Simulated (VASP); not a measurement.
TlGaSe2, 8 atoms in the cell. The cell holds a amorphous, 8 atoms: a = 5.642 Å, b = 5.753 Å, c = 6.703 Å, α = 76.84°, β = 89.50°, γ = 89.38°. The cell was built by a generator and needn't be a form met in nature.

* Program: VASP 6.6.1
* Task: single point
* Functional: PBE
* Potentials or basis: VASP PAW PBE potentials, release 64 (Tl_d, Ga_d, Se)
* Cutoff: 520 eV
* k mesh: 3 × 3 × 2
* Occupations: fermi-dirac, width 0.05 eV
* Spin: no spin polarisation
* Dipole correction: no
* Further INCAR settings: ALGO = Fast; EDIFF = 1e-07; NBANDS = 48

Potentials or basis: VASP PAW PBE potentials, release 64 (Tl_d, Ga_d, Se).

Launch:

```sh
$ cat potpaw_PBE.64/Tl_d/POTCAR potpaw_PBE.64/Ga_d/POTCAR potpaw_PBE.64/Se/POTCAR > POTCAR
$ mpirun -np 1 vasp_std > vasp.out
```

Hardware: 1 thread of Intel(R) Xeon(R) 6975P-C (Granite Rapids), on a shared host.

Problem. Estimate the wall time of this run.

Solution. Run time: 84 s on 1 thread of Intel(R) Xeon(R) 6975P-C (Granite Rapids), with other jobs on the host, peak memory 0.35 GiB. Counts: scf iterations 17, k points 10.
